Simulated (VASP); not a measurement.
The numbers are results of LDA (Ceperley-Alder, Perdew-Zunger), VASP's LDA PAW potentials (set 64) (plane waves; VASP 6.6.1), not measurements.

A VASP calculation is set up with these files.

POSCAR:
```
CaB6
1
    4.0883385884     0.0000000000     0.0000000000
   -0.0000000000     4.0883385884     0.0000000000
   -0.0000000000    -0.0000000000     4.0883385884
Ca B
1 6
Direct
  0.0000000000   0.0000000000   1.0000000000
  0.7984644724   0.5000000000   0.5000000000
  0.5000000000   0.2015355276   0.5000000000
  0.5000000000   0.7984644724   0.5000000000
  0.2015355276   0.5000000000   0.5000000000
  0.5000000000   0.5000000000   0.7984644724
  0.5000000000   0.5000000000   0.2015355276
```

### KPOINTS
```
Automatic mesh
0
gamma
6 6 6
```

### INCAR
```
! general
SYSTEM  =  CaB6
PREC    =  Accurate
ENCUT   =  620
LREAL   =  .False.
LASPH   =  .True.

! electronic loop
EDIFF   =  1E-6
NELM    =  100
ALGO    =  Normal

! smearing
ISMEAR  =  0
SIGMA   =  0.05

! ions
IBRION  =  2
NSW     =  40
ISIF    =  3
EDIFFG  =  -0.02

! output
LWAVE   =  .False.
LCHARG  =  .False.
```

POTCAR, in this order: Ca_sv B (LDA.64 set). Program: vasp_std.

Q: What does the run give for the energy per atom (σ→0)?

A: 
| Property | Result |
|---|---|
| energy per atom (σ→0) | -7.121 eV/atom |

### OSZICAR
```
...
DAV:   8    -0.498795211461E+02   -0.12125E-01   -0.96803E-01  1026   0.626E+00    0.770E-01
DAV:   9    -0.498500514680E+02    0.29470E-01   -0.11864E-01  1000   0.185E+00    0.163E-01
DAV:  10    -0.498502509323E+02   -0.19946E-03   -0.20202E-02  1150   0.726E-01    0.120E-01
DAV:  11    -0.498501867594E+02    0.64173E-04   -0.98646E-04   976   0.224E-01    0.629E-02
DAV:  12    -0.498501305125E+02    0.56247E-04   -0.18025E-04  1012   0.943E-02    0.226E-02
DAV:  13    -0.498501189562E+02    0.11556E-04   -0.88000E-05   980   0.564E-02    0.303E-03
DAV:  14    -0.498501192605E+02   -0.30430E-06   -0.47771E-06   884   0.160E-02
   1 F= -.49850119E+02 E0= -.49849991E+02  d E =-.498501E+02
```

The compound is CaB6 in the cab6 structure. It was relaxed first.
